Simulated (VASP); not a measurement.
Method: PBE GGA, VASP's PBE PAW potentials (set 64) (plane waves; VASP).

VASP ran on this input.

**INCAR**
```
! general
SYSTEM  = MoS2
PREC    = Accurate
ENCUT   = 300
LREAL   = .FALSE.
LASPH   = .TRUE.

! electronic loop
EDIFF   = 1E-6
NELM    = 100
ALGO    = Normal
LMAXMIX = 4

! smearing
ISMEAR  = -1
SIGMA   = 0.01

! functional
GGA     = PE

! ions
ISIF    = 2

! output
LWAVE   = .FALSE.
LCHARG  = .FALSE.
```

File POSCAR:
```
MoS2
1
    1.5484000000    -2.6819070000     0.0000000000
    1.5484000000     2.6819070000     0.0000000000
    0.0000000000     0.0000000000    12.0540000000
Mo S
2 4
Direct
  0.3427760000   0.6900350000   0.2537040000
  0.6823180000   0.3480170000   0.7501690000
  0.3200320000   0.6685450000   0.8748780000
  0.6687790000   0.3172110000   0.3765590000
  0.6621710000   0.3316810000   0.1215580000
  0.3239240000   0.6445100000   0.6231320000
```

File KPOINTS:
```
Automatic mesh
0
G
  5 5 1
0 0 0
```

POTCAR, in this order: Mo_sv S (PBE.64 set). Program: vasp_std.

What VASP printed:

### OSZICAR
```
       N       E                     dE             d eps       ncg     rms          rms(c)
DAV:   1     0.327673879310E+03    0.32767E+03   -0.23095E+04   942   0.105E+03
DAV:   2    -0.292920164964E+02   -0.35697E+03   -0.34778E+03  1027   0.326E+02
DAV:   3    -0.452487396569E+02   -0.15957E+02   -0.15854E+02  1013   0.631E+01
DAV:   4    -0.455958106069E+02   -0.34707E+00   -0.34613E+00  1014   0.951E+00
DAV:   5    -0.456049074509E+02   -0.90968E-02   -0.90915E-02  1008   0.133E+00    0.398E+01
DAV:   6    -0.434921236191E+02    0.21128E+01   -0.17629E+01   885   0.233E+01    0.146E+01
DAV:   7    -0.432277468944E+02    0.26438E+00   -0.75197E+00   900   0.142E+01    0.921E+00
DAV:   8    -0.429325565317E+02    0.29519E+00   -0.13863E+00  1024   0.670E+00    0.308E+00
DAV:   9    -0.429462313421E+02   -0.13675E-01   -0.15420E-01  1060   0.177E+00    0.146E+00
DAV:  10    -0.429375259788E+02    0.87054E-02   -0.59714E-02  1008   0.137E+00    0.274E-01
DAV:  11    -0.429376799286E+02   -0.15395E-03   -0.26817E-03  1037   0.278E-01    0.180E-01
DAV:  12    -0.429376551439E+02    0.24785E-04   -0.29840E-04  1002   0.943E-02    0.796E-02
DAV:  13    -0.429376468341E+02    0.83098E-05   -0.66320E-05   974   0.393E-02    0.484E-02
DAV:  14    -0.429376533724E+02   -0.65383E-05   -0.44683E-05  1048   0.342E-02    0.224E-02
DAV:  15    -0.429376548369E+02   -0.14645E-05   -0.15519E-06   702   0.765E-03    0.126E-02
DAV:  16    -0.429376552244E+02   -0.38753E-06   -0.15645E-06   712   0.746E-03
   1 F= -.42937655E+02 E0= -.42937655E+02  d E =-.780239E-20
```

**OUTCAR**
```
------------------------ aborting loop because EDIFF is reached ----------------------------------------
  FORCE on cell =-STRESS in cart. coord.  units (eV):
  Direction    XX          YY          ZZ          XY          YZ          ZX
  --------------------------------------------------------------------------------------
  Total        9.3970257      7.9605788     10.5770010     -0.1831719     -0.1531688      0.2846406
  in kB      150.3879150    127.3993380    169.2719771     -2.9314423     -2.4512799      4.5553253
  external PRESSURE =     149.0197434 kB  Pullay stress =       0.0000000 kB
  volume of cell :      100.11
      direct lattice vectors                 reciprocal lattice vectors
     1.548400000 -2.681907000  0.000000000     0.322913976 -0.186434504  0.000000000
     1.548400000  2.681907000  0.000000000     0.322913976  0.186434504  0.000000000
     0.000000000  0.000000000 12.054000000     0.000000000  0.000000000  0.082960013
 POSITION                                       TOTAL-FORCE (eV/Angst)
 -----------------------------------------------------------------------------------
      1.59920      0.93132      3.05815        -1.641868     -1.426017     -2.107878
      1.59537     -0.89656      9.04254        -1.929780      0.195622     -0.470149
      1.53071      0.93468     10.54578         0.877907     -0.498763      1.751612
      1.52671     -0.94287      4.53904         1.035183      1.080982      2.196620
      1.53888     -0.88634      1.46526         0.601691      0.344403     -0.101495
      1.49952      0.85978      7.51123         1.056867      0.303773     -1.268709
 -----------------------------------------------------------------------------------
    total drift:                                0.000052      0.000051      0.000088
  FREE ENERGIE OF THE ION-ELECTRON SYSTEM (eV)
  ---------------------------------------------------
  free  energy   TOTEN  =       -42.9376552244 eV

  energy  without entropy=      -42.9376552244  energy(sigma->0) =      -42.93765522
```
(Selected blocks of OUTCAR.)

At this cut-off the stress carries a Pulay error, which pulls relaxed volumes low.

The structure is a typed MoS2 crystal. The cell was not relaxed at this level, atoms are displaced from their ideal sites. The k-mesh is coarse (spacing up to 0.52 per Å, 2π included), so the numbers may not be converged in it.
